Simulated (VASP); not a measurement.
# B5W2 (P1) in VASP: density of states with PBE

Aim: the density of states of B5W2 with PBE.

Everything below comes from runs of VASP 6.6.1. Logs are shortened: lines on timing, memory, paths and dates and some standing lists are left out, and cuts for length are marked.

### Step 1. The crystal as given

The typed cell holds 7 atoms: a = 3.065 Å, b = 3.039 Å, c = 7.276 Å, α = 105.21°, β = 103.54°, γ = 60.92°.

The cell was built by a generator and needn't be a form met in nature.

### Step 2. Density of states, PBE

The input, POSCAR:

```
B5W2
1.0
    1.5604710000      2.6376430000     -0.0415610000
   -1.5334290000      2.6220300000     -0.0867320000
    0.0956510000     -1.9248500000      7.0159310000
B W
5 2
Direct
    0.1845760000      0.1812800000      0.5622860000
    0.8118580000      0.8204360000      0.4445410000
    0.3397430000      0.3287200000      0.0006470000
    0.6841090000      0.6750790000      0.0169570000
    0.4870210000      0.5106940000      0.5039990000
    0.0928710000      0.0819390000      0.2296450000
    0.9174970000      0.9134210000      0.7828430000
```

The input, INCAR.step1:

```
  PREC = Accurate
  ENCUT = 520
  EDIFF = 1E-7
  ISMEAR = -1
  SIGMA = 0.1
  LREAL = False
  LASPH = True
  NELM = 60
  ALGO = Fast
  ISIF = 2
  LWAVE = False
  LCHARG = True
  LMAXMIX = 4
  GGA = PE
  NBANDS = 30
```

The input, KPOINTS.step1:

```
Automatic mesh
0
Gamma
  7 7 3
  0 0.5 0.5
```

The input, INCAR.step2:

```
  PREC = Accurate
  ENCUT = 520
  EDIFF = 1E-7
  ISMEAR = -5
  SIGMA = 0.1
  LREAL = False
  LASPH = True
  NELM = 60
  ALGO = Fast
  ISIF = 2
  LWAVE = False
  LCHARG = False
  LMAXMIX = 4
  GGA = PE
  LORBIT = 10
  NBANDS = 30
  NEDOS = 2001
  ICHARG = 11
```

The input, KPOINTS.step2:

```
Automatic mesh
0
Gamma
  11 11 5
```

Potentials or basis: VASP PAW PBE potentials, release 64 (B, W_sv).

Command:

```sh
$ cat potpaw_PBE.64/B/POTCAR potpaw_PBE.64/W_sv/POTCAR > POTCAR
$ cp INCAR.step1 INCAR
$ cp KPOINTS.step1 KPOINTS
$ mpirun -np 1 vasp_std > vasp.out
$ cp INCAR.step2 INCAR
$ cp KPOINTS.step2 KPOINTS
$ mpirun -np 1 vasp_std > vasp.out
```

OUTCAR:

```text
PREC = Accurate
   ENCUT = 520
   EDIFF = 1E-7
   ISMEAR = -5
   LREAL = False
   LASPH = True
   NELM = 60
   ISIF = 2
   GGA = PE
   LORBIT = 10
   ICHARG = 11

 ion  position               nearest neighbor table
   1  0.185  0.181  0.562-   5 1.76   5 1.83   5 1.86   2 1.87   2 1.97   2 2.02   7 2.27   6 2.33
                             7 2.35   7 2.42
   2  0.812  0.820  0.445-   5 1.80   5 1.81   5 1.84   1 1.87   1 1.97   1 2.02   6 2.27   6 2.30
                             7 2.37   6 2.40
   3  0.340  0.329  0.001-   4 1.76   4 1.77   4 1.79   7 2.31   7 2.31   6 2.34   7 2.37   6 2.39
                             6 2.42
   4  0.684  0.675  0.017-   3 1.76   3 1.77   3 1.79   6 2.26   6 2.31   6 2.36   7 2.38   7 2.38
                             7 2.46
   5  0.487  0.511  0.504-   1 1.76   2 1.80   2 1.81   1 1.83   2 1.84   1 1.86   6 2.49   7 2.52
                             7 2.63   6 2.67   6 2.67   7 2.74
   6  0.093  0.082  0.230-   4 2.26   2 2.27   2 2.30   4 2.31   1 2.33   3 2.34   4 2.36   3 2.39
                             2 2.40   3 2.42   5 2.49   5 2.67   5 2.67   7 3.11
   7  0.917  0.913  0.783-   1 2.27   3 2.31   3 2.31   1 2.35   2 2.37   3 2.37   4 2.38   4 2.38
                             1 2.42   4 2.46   5 2.52   5 2.63   5 2.74   6 3.11

  LATTYP: Found a triclinic cell.
 ALAT       =     5.2613069128
 B/A-ratio  =     0.5825465873
 C/A-ratio  =     1.5166998664
 COS(alpha) =     0.0143982726
 COS(beta)  =     0.2587062376
 COS(gamma) =     0.8632611568

  Lattice vectors:

 A1 = (   0.0270420000,   5.2596730000,  -0.1282930000)
 A2 = (   1.5604710000,   2.6376430000,  -0.0415610000)
 A3 = (  -3.1895510000,   1.9092370000,  -7.0611020000)

Analysis of symmetry for initial positions (statically):
=====================================================================
 Subroutine PRICEL returns:
 Original cell was already a primitive cell.

 Routine SETGRP: Setting up the symmetry group for a
 triclinic supercell.

 Subroutine GETGRP returns: Found  1 space group operations
 (whereof  1 operations were pure point group operations)
 out of a pool of  2 trial point group operations.

The static configuration has the point symmetry C_1 .

Analysis of symmetry for dynamics (positions and initial velocities):
=====================================================================
 Subroutine PRICEL returns:
 Original cell was already a primitive cell.

 Routine SETGRP: Setting up the symmetry group for a
 triclinic supercell.

 Subroutine GETGRP returns: Found  1 space group operations
 (whereof  1 operations were pure point group operations)
 out of a pool of  2 trial point group operations.

The dynamic configuration has the point symmetry C_1 .

 Subroutine INISYM returns: Found  1 space group operations
 (whereof  1 operations are pure point group operations),
 and found     1 'primitive' translations

----------------------------------------------------------------------------------------

                                     Primitive cell

  volume of cell :      56.6887

  direct lattice vectors                    reciprocal lattice vectors
     1.560471000  2.637643000 -0.041561000     0.321564093  0.189634704  0.047643062
    -1.533429000  2.622030000 -0.086732000    -0.325030169  0.193197960  0.057435935
     0.095651000 -1.924850000  7.015931000    -0.002113189  0.003511701  0.143525019

  length of vectors
     3.064956387  3.038744520  7.275815036     0.376343791  0.382451237  0.143583525

  position of ions in fractional coordinates (direct lattice)
     0.184576000  0.181280000  0.562286000
     0.811858000  0.820436000  0.444541000
     0.339743000  0.328720000  0.000647000
     0.684109000  0.675079000  0.016957000
     0.487021000  0.510694000  0.503999000
     0.092871000  0.081939000  0.229645000
     0.917497000  0.913421000  0.782843000

  ion indices of the primitive-cell ions
   primitive index   ion index
                 1           1
                 2           2
                 3           3
                 4           4
                 5           5
                 6           6
                 7           7

----------------------------------------------------------------------------------------

 KPOINTS: Automatic mesh

Automatic generation of k-mesh.
 Grid dimensions read from file:
 generate k-points for:   11   11    5

 Generating k-lattice:

  Cartesian coordinates                     Fractional coordinates (reciprocal lattice)
     0.029233099  0.017239519  0.004331187     0.090909091  0.000000000 -0.000000000
    -0.029548197  0.017563451  0.005221449     0.000000000  0.090909091 -0.000000000
    -0.000422638  0.000702340  0.028705004     0.000000000 -0.000000000  0.200000000

  Length of vectors
     0.034213072  0.034768294  0.028716705

  Shift w.r.t. Gamma in fractional coordinates (k-lattice)
     0.000000000  0.000000000  0.000000000

 TETIRR: Found   1812 inequivalent tetrahedra from     3630

 Subroutine IBZKPT returns following result:
 ===========================================

 Found    303 irreducible k-points:

 Following reciprocal coordinates:
            Coordinates               Weight
  0.000000  0.000000  0.000000      1.000000
  0.090909  0.000000  0.000000      2.000000
  0.181818 -0.000000  0.000000      2.000000
  0.272727 -0.000000  0.000000      2.000000
  0.363636  0.000000 -0.000000      2.000000
  0.454545  0.000000  0.000000      2.000000
[... 16 lines left out ...]
  0.454545  0.181818 -0.000000      2.000000
 -0.454545  0.181818  0.000000      2.000000
 [... further k-points ...]
   k-points           NKPTS =    303   k-points in BZ     NKDIM =    303   number of bands    NBANDS=     30
   number of dos      NEDOS =   2001   number of ions     NIONS =      7
   total plane-waves  NPLWV =  31104
   dimension x,y,z NGX =    24 NGY =   24 NGZ =   54
   dimension x,y,z NGXF=    48 NGYF=   48 NGZF=  108
   ions per type =               5   2
   NGX,Y,Z   is equivalent  to a cutoff of  13.02, 13.13, 12.34 a.u.
   NGXF,Y,Z  is equivalent  to a cutoff of  26.04, 26.26, 24.68 a.u.
 SYSTEM =  unknown system
   PREC   = accura    normal or accurate (medium, high low for compatibility)
   ISTART =      0    job   : 0-new  1-cont  2-samecut
   ICHARG =     11    charge: 1-file 2-atom 10-const
   ISPIN  =      1    spin polarized calculation?
   LNONCOLLINEAR =      F non collinear calculations
   LSORBIT =      F    spin-orbit coupling
   LASPH  =      T    aspherical Exc in radial PAW
   ENCUT  =  520.0 eV  38.22 Ry    6.18 a.u.   5.70  5.65 13.53*2*pi/ulx,y,z
   NELM   =     60;   NELMIN=  2; NELMDL=  0     # of ELM steps
   EDIFF  = 0.1E-06   stopping-criterion for ELM
   LREAL  =      F    real-space projection
   EDIFFG = 0.1E-05   stopping-criterion for IOM
   NSW    =      0    number of steps for IOM
   IBRION =     -1    ionic relax: 0-MD 1-quasi-New 2-CG
   NFREE  =      0    steps in history (QN), initial steepest desc. (CG)
   ISIF   =      2    stress and relaxation
   ISYM   =      2    0-nonsym 1-usesym 2-fastsym
   POTIM  = 0.5000    time-step for ionic-motion
   TEBEG  =    0.0;   TEEND  =   0.0 temperature during run
   PSTRESS=    0.0 pullay stress
   NELECT =      43.0000    total number of electrons
   NUPDOWN=      -1.0000    fix difference up-down
   EMIN   =  10.00;   EMAX   =-10.00  energy-range for DOS
   EFERMI =   0.00;   METHOD = LEGACY
   ISMEAR =    -5;   SIGMA  =   0.10  broadening in eV -4-tet -1-fermi 0-gaus
   EFERMI_NEDOS =   21; number of points for ismear=-14 and -15
   IALGO  =     68    algorithm
   IMIX   =      4    mixing-type and parameters
     AMIX     =   0.40;   BMIX     =  1.00
     AMIX_MAG =   1.60;   BMIX_MAG =  1.00
  volume/ion in A,a.u.               =       8.10        54.65
  Fermi-wavevector in a.u.,A,eV,Ry     =   1.493020  2.821399 30.328862  2.229108
  Thomas-Fermi vector in A             =   2.605474
   LORBIT       =     10    0 simple, 1 ext, 2 COOP (PROOUT), +10 PAW based schemes
   GGA     = PE    functional components
   LHFCALC =     F    Hartree Fock is set to
   AEXX    =    0.0000 exact exchange contribution
   IVDW    =     0    specifies the selected vdW correction
   LEPSILON=     F    determine dielectric tensor
   LRPA    =     F    only Hartree local field effects (RPA)
 non-spin polarized calculation
 RMM-DIIS sequential band-by-band and
 Fermi weights with tetrahedron method with Bloechl corrections
  energy-cutoff  :      520.00
  volume of cell :       56.69
 maximum number of plane-waves:      1542

 number of electron      42.9999999 magnetization

 Free energy of the ion-electron system (eV)
  ---------------------------------------------------
  ext. energy  EPLUGINS =         0.00000000
  ---------------------------------------------------
  free energy    TOTEN  =       -57.43896429 eV

  energy without entropy =      -57.43896429  energy(sigma->0) =      -57.43896429

 E-fermi :  12.5841     XC(G=0): -13.6676

 val. band max:       12.7561661340   @ k =   0.3636   0.4545   0.0000
 cond. band min:      12.3648093988   @ k =  -0.0000   0.2727   0.2000
 fundamental gap:     -0.3913567353
 Fermi energy:        12.5840885241

 k-point     1 :       0.0000    0.0000    0.0000
  band No.  band energies     occupation
      1     -62.4418      2.00000
      2     -62.4352      2.00000
      3     -27.0502      2.00000
      4     -26.8563      2.00000
      5     -26.5198      2.00000
      6     -26.4964      2.00000
[... 22 lines left out ...]
     29      15.4864      0.00000
     30      16.4318      0.00000
[... 728 lines left out ...]
  band No.  band energies     occupation
      1     -62.4122      2.00000
      2     -62.4059      2.00000
      3     -26.9479      2.00000
      4     -26.9406      2.00000
      5     -26.9090      2.00000
      6     -26.7825      2.00000
[... 22 lines left out ...]
     29      18.0098      0.00000
     30      18.5596      0.00000

 [... further k-points ...]

------------------------ aborting loop because EDIFF is reached ----------------------------------------

  FORCE on cell =-STRESS in cart. coord.  units (eV):
  Direction    XX          YY          ZZ          XY          YZ          ZX
  --------------------------------------------------------------------------------------
  -------------------------------------------------------------------------------------
  Total        5.3742708      5.8073158      6.9350023     -0.8465408      1.3735239     -1.3880962
  in kB      151.8916802    164.1307247    196.0022476    -23.9255735     38.8195640    -39.2314187
  external PRESSURE =     170.6748842 kB  Pullay stress =       0.0000000 kB

 VOLUME and BASIS-vectors are now :
 -----------------------------------------------------------------------------
  energy-cutoff  :      520.00
  volume of cell :       56.69
      direct lattice vectors                 reciprocal lattice vectors
     1.560471000  2.637643000 -0.041561000     0.321564093  0.189634704  0.047643062
    -1.533429000  2.622030000 -0.086732000    -0.325030169  0.193197960  0.057435935
     0.095651000 -1.924850000  7.015931000    -0.002113189  0.003511701  0.143525019

 POSITION                                       TOTAL-FORCE (eV/Angst)
 -----------------------------------------------------------------------------------
      0.06383     -0.12015      3.92157         0.112304     -0.636670     -0.126767
      0.05132      3.43692      3.01397        -0.401290      0.763648      0.700103
      0.02615      1.75679     -0.03809        -0.120042      0.104182     -0.082946
      0.03397      3.54187      0.03199         0.019403     -0.499609     -0.489506
      0.02508      1.65352      3.47149         0.235038     -0.016737      0.071146
      0.04124      0.01777      1.60021        -0.085823      0.482510      0.478550
      0.10594      3.30819      5.37502         0.240411     -0.197324     -0.550579
 -----------------------------------------------------------------------------------
    total drift:                                0.000497      0.000693     -0.004645

  FREE ENERGIE OF THE ION-ELECTRON SYSTEM (eV)
  ---------------------------------------------------
  free  energy   TOTEN  =       -57.4389642901 eV

  energy  without entropy=      -57.4389642901  energy(sigma->0) =      -57.43896429

 total charge

# of ion       s       p       d       tot
------------------------------------------
    1        0.668   1.330   0.000   1.998
    2        0.669   1.329   0.000   1.998
    3        0.661   1.358   0.000   2.019
    4        0.662   1.362   0.000   2.025
    5        0.659   1.295   0.000   1.954
    6        2.287   6.335   3.654  12.276
    7        2.281   6.318   3.618  12.216
--------------------------------------------------
tot          7.886  19.328   7.271  34.485
```

Wall time 11 min (1 thread of Intel Xeon Platinum 8375C at 2.90GHz (Ice Lake), shared host); peak memory 0.48 GiB.

Results:

| Item | Value |
| --- | --- |
| Valence electrons inside the program's atomic spheres | B 2.00, 2.02, 1.95; W 12.28, 12.22 |

States per cell in windows of 1 eV (zero at the Fermi level; states under -8 eV left out):
```csv
from (eV),total,W7_d,W6_d,B3_p,B4_p,B2_p,B1_p
-8.0,1.96,0.17,0.20,0.15,0.15,0.12,0.12
-7.0,3.21,0.37,0.41,0.31,0.32,0.15,0.15
-6.0,3.51,0.62,0.60,0.28,0.26,0.15,0.16
-5.0,1.79,0.40,0.38,0.07,0.08,0.09,0.09
-4.0,1.25,0.30,0.29,0.04,0.04,0.08,0.08
-3.0,1.12,0.31,0.30,0.04,0.04,0.05,0.05
-2.0,1.92,0.50,0.48,0.06,0.06,0.08,0.07
-1.0,2.07,0.54,0.51,0.06,0.06,0.07,0.07
0.0,2.59,0.69,0.69,0.07,0.07,0.08,0.08
1.0,3.33,0.98,0.96,0.10,0.10,0.10,0.09
2.0,3.24,0.88,0.84,0.11,0.11,0.11,0.11
3.0,2.97,0.61,0.59,0.10,0.10,0.14,0.14
4.0,2.54,0.43,0.41,0.08,0.08,0.14,0.14
5.0,2.03,0.34,0.33,0.07,0.07,0.12,0.12
6.0,0.27,0.04,0.04,0.01,0.01,0.02,0.02
7.0,0.00,0.00,0.00,0.00,0.00,0.00,0.00
```

Caveat: tetrahedron occupations give inexact forces and stress in metals. The run has no spin-orbit coupling, so splittings on W are missing.
